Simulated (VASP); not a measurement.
```xyz
3
Lattice="2.5990 0.0000 0.0000 -1.2995 2.2508 0.0000 0.0000 0.0000 4.1927" Properties=species:S:1:pos:R:3 pbc="T T T"
Tc     0.1200     0.0500     0.0000
O      0.0000     1.5005     1.0566
O      1.2995     0.7503     3.1361
```

The numbers are results of PBE GGA, VASP's PBE PAW potentials (set 64) (plane waves; VASP), not measurements. Numerical set-up: 520 eV cut-off, 7×7×4 Γ-centred mesh, Gaussian smearing of 0.050 eV, potentials Tc_pv O.

Question: The ions are relaxed. What does this cell relax into?

Answer: 
```xyz
3
Lattice="2.5990 0.0000 0.0000 -1.2995 2.2508 0.0000 0.0000 0.0000 4.1927" Properties=species:S:1:pos:R:3 pbc="T T T"
Tc     0.0400     0.0166     4.1927
O      0.0400     1.5172     1.2641
O      1.3395     0.7669     2.9286
```
Space group P-3m1 (164), at a tolerance of 0.03 Å.

Question: How much energy does the relaxation gain?

Answer: The energy (σ→0) changes by -705.3 meV/atom, in 12 ionic steps.

```
step  E(σ→0) (eV)  max force (eV/Å)  pressure (GPa)  volume (Å³)
----  -----------  ----------------  --------------  -----------
1        -20.1990             9.657          150.88        24.53
2        -19.8722             6.669           57.65        24.53
3        -22.1956             2.351           78.17        24.53
4        -22.1965             2.256           79.08        24.53
5        -22.2143             1.776           60.57        24.53
6        -22.3106             0.361           68.10        24.53
7        -22.3137             0.219           70.75        24.53
8        -22.3147             0.073           69.88        24.53
9        -22.3149             0.073           69.87        24.53
10       -22.3149             0.057           69.87        24.53
11       -22.3149             0.028           69.80        24.53
12       -22.3149             0.002           69.81        24.53
```

The structure was generated: TcO2 was put into the CdI2 type (P-3m1), which need not be its known phase. In the starting cell atoms are displaced from their ideal sites. This run relaxes the ions in a fixed cell. The k-mesh is coarse (spacing up to 0.40 per Å, 2π included), so the numbers may not be converged in it. The electron count is odd and the run is not spin-polarised, which forces a metal.
